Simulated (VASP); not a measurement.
VASP input:

File KPOINTS:
```
K-points
0
Gamma
  9 9 9
0 0 0
```

File POSCAR:
```
As
1
    7.4491355802    -1.8193442675     1.1998802748
    7.4491355802     1.8193442675     1.1998802748
    6.5197794210     0.0000000000     4.2109162484
As
2
Direct
  0.1977695941   0.1977695941   0.1977695942
  0.8022304059   0.8022304059   0.8022304058
```

**INCAR**
```
SYSTEM  =  As
PREC  =  Accurate; ENCUT  =  520; LREAL  =  F
LASPH  =  T
EDIFF  =  1E-7; NELM  =  100; ALGO  =  Normal
LMAXMIX  =  4
ISMEAR  =  -5
GGA  =  RE
ISIF  =  2
LWAVE  =  F; LCHARG  =  T; LORBIT  =  11
NEDOS  =  601
```

POTCAR, in this order: As (PBE.64 set). Program: vasp_std.

Q: Write an equivalent input for Quantum ESPRESSO's pw.x.

A: One equivalent input (not run):
```
&CONTROL
  calculation = 'scf'
  pseudo_dir = './pseudo'
  outdir = './out'
  tprnfor = .true.
  tstress = .true.
/
&SYSTEM
  ibrav = 0
  nat = 2
  ntyp = 1
  ecutwfc = 84
  occupations = 'tetrahedra'
  input_dft = 'revpbe'
/
&ELECTRONS
  conv_thr = 7.3e-09
  electron_maxstep = 100
/
ATOMIC_SPECIES
  As 74.922 As.upf
CELL_PARAMETERS angstrom
     7.4491356   -1.8193443    1.1998803
     7.4491356    1.8193443    1.1998803
     6.5197794    0.0000000    4.2109162
ATOMIC_POSITIONS crystal
  As   0.1977696  0.1977696  0.1977696
  As   0.8022304  0.8022304  0.8022304
K_POINTS automatic
  9 9 9 0 0 0
```
Limits of the translation: the potentials are each code's own (VASP's PAW set, PseudoDojo norm-conserving files in pw.x), so ENCUT and ecutwfc are chosen apart and not converted; conv_thr bounds pw.x's estimated SCF error, while EDIFF bounds the energy change between steps.

The compound is As in the a7 structure. It was relaxed first, which changed the volume by +99 %.
